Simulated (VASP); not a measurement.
Method: r2SCAN meta-GGA, VASP's PBE PAW potentials (set 64) (plane waves; VASP 6.6.1).

VASP input:

POSCAR:
```
Gd2Tl
1
    5.4281148712    -0.0000000000     0.0000000000
   -2.7140574356     4.7008852157     0.0000000000
    0.0000000000     0.0000000000     6.7469339771
Tl Gd
2 4
Direct
  0.3333330000   0.6666670000   0.2500000000
  0.6666670000   0.3333330000   0.7500000000
  0.3333330000   0.6666670000   0.7500000000
  0.6666670000   0.3333330000   0.2500000000
  0.0000000000   0.0000000000   1.0000000000
  0.0000000000   0.0000000000   0.5000000000
```

### KPOINTS
```
Automatic mesh
0
G
6 6 4
0 0 0
```

INCAR:
```
! general
SYSTEM =Gd2Tl
PREC   =Accurate
ENCUT  =400   ! plane-wave cut-off (eV)
LREAL  =.FALSE.   ! projection in real space or not
LASPH  =.TRUE.   ! aspherical one-centre terms

! electronic loop
EDIFF  =1E-6
NELM   =100
ALGO   =Normal
LMAXMIX=6
LMIXTAU=.TRUE.

! smearing
ISMEAR =1
SIGMA  =0.1

! functional
METAGGA=R2SCAN

! ions
IBRION =2   ! conjugate gradients
NSW    =60   ! most ionic steps
ISIF   =3   ! ions, shape and volume
EDIFFG =-0.02   ! ionic stop

! output
LWAVE  =.FALSE.
LCHARG =.FALSE.
```

POTCAR, in this order: Tl_d Gd_3 (PBE.64 set). Program: vasp_std.

Output of the run:

**OSZICAR**
```
       N       E                     dE             d eps       ncg     rms          rms(c)
DAV:   1     0.778429067406E+02    0.77843E+02   -0.26935E+04  1554   0.131E+03
DAV:   2    -0.225900494985E+03   -0.30374E+03   -0.29700E+03  1612   0.353E+02
DAV:   3    -0.243185369831E+03   -0.17285E+02   -0.16435E+02  1980   0.579E+01
DAV:   4    -0.243748462450E+03   -0.56309E+00   -0.54524E+00  1892   0.816E+00
DAV:   5    -0.243770042812E+03   -0.21580E-01   -0.21502E-01  2091   0.146E+00    0.445E+01
DAV:   6    -0.233978964490E+03    0.97911E+01   -0.43354E+00  1759   0.135E+01    0.233E+01
DAV:   7    -0.227042890550E+03    0.69361E+01   -0.27578E+00  1727   0.781E+00    0.151E+00
DAV:   8    -0.231675596168E+03   -0.46327E+01   -0.31343E+00  1755   0.772E+00    0.606E+00
DAV:   9    -0.231078929375E+03    0.59667E+00   -0.39825E-01  1719   0.408E+00    0.123E+00
DAV:  10    -0.231089039769E+03   -0.10110E-01   -0.83699E-02  1709   0.182E+00    0.253E+00
DAV:  11    -0.231053313578E+03    0.35726E-01   -0.17159E-02  1804   0.719E-01    0.156E+00
DAV:  12    -0.231070387249E+03   -0.17074E-01   -0.33487E-02  1659   0.126E+00    0.617E-01
DAV:  13    -0.231074704272E+03   -0.43170E-02   -0.24638E-03  1850   0.327E-01    0.532E-01
DAV:  14    -0.231082340853E+03   -0.76366E-02   -0.53149E-03  1684   0.498E-01    0.842E-02
DAV:  15    -0.231082872524E+03   -0.53167E-03   -0.21713E-04  1946   0.869E-02    0.906E-02
DAV:  16    -0.231083145099E+03   -0.27257E-03   -0.12842E-04  1732   0.738E-02    0.390E-02
DAV:  17    -0.231083373123E+03   -0.22802E-03   -0.13321E-04  1830   0.802E-02    0.218E-02
DAV:  18    -0.231083372896E+03    0.22627E-06   -0.68046E-06  1711   0.124E-02
   1 F= -.23108337E+03 E0= -.23108178E+03  d E =-.231083E+03
```

### OUTCAR
```
------------------------ aborting loop because EDIFF is reached ----------------------------------------
  FORCE on cell =-STRESS in cart. coord.  units (eV):
  Direction    XX          YY          ZZ          XY          YZ          ZX
  --------------------------------------------------------------------------------------
  Total        0.0650803      0.0650803     -0.0729063      0.0000000      0.0000000      0.0000000
  in kB        0.6056542      0.6056541     -0.6784851      0.0000000      0.0000000      0.0000000
  external PRESSURE =       0.1776077 kB  Pullay stress =       0.0000000 kB
  volume of cell :      172.16
      direct lattice vectors                 reciprocal lattice vectors
     5.428114871  0.000000000  0.000000000     0.184226020  0.106362946  0.000000000
    -2.714057436  4.700885216  0.000000000     0.000000000  0.212725892  0.000000000
     0.000000000  0.000000000  6.746933977     0.000000000  0.000000000  0.148215471
 POSITION                                       TOTAL-FORCE (eV/Angst)
 -----------------------------------------------------------------------------------
     -0.00000      3.13393      1.68673         0.000000      0.000000      0.000000
      2.71406      1.56696      5.06020        -0.000000     -0.000000      0.000000
     -0.00000      3.13393      5.06020        -0.000000      0.000000      0.000000
      2.71406      1.56696      1.68673         0.000000     -0.000000      0.000000
      0.00000      0.00000      0.00000         0.000000      0.000000      0.000000
      0.00000      0.00000      3.37347         0.000000      0.000000      0.000000
 -----------------------------------------------------------------------------------
    total drift:                               -0.001502      0.000867     -0.000449
  FREE ENERGIE OF THE ION-ELECTRON SYSTEM (eV)
  ---------------------------------------------------
  free  energy   TOTEN  =      -231.0833728963 eV

  energy  without entropy=     -231.0785946992  energy(sigma->0) =     -231.08178016

 reached required accuracy - stopping structural energy minimisation
```
(Selected blocks of OUTCAR.)

The 4f electrons are frozen in the core of the lanthanide potential, so 4f levels, which can set the real gap, and their magnetism are missing.

The structure comes from a measured Gd2Tl entry (P6_3/mmc) of the Crystallography Open Database, whose conditions weren't checked. It was relaxed first. The start is the result of an earlier pass.
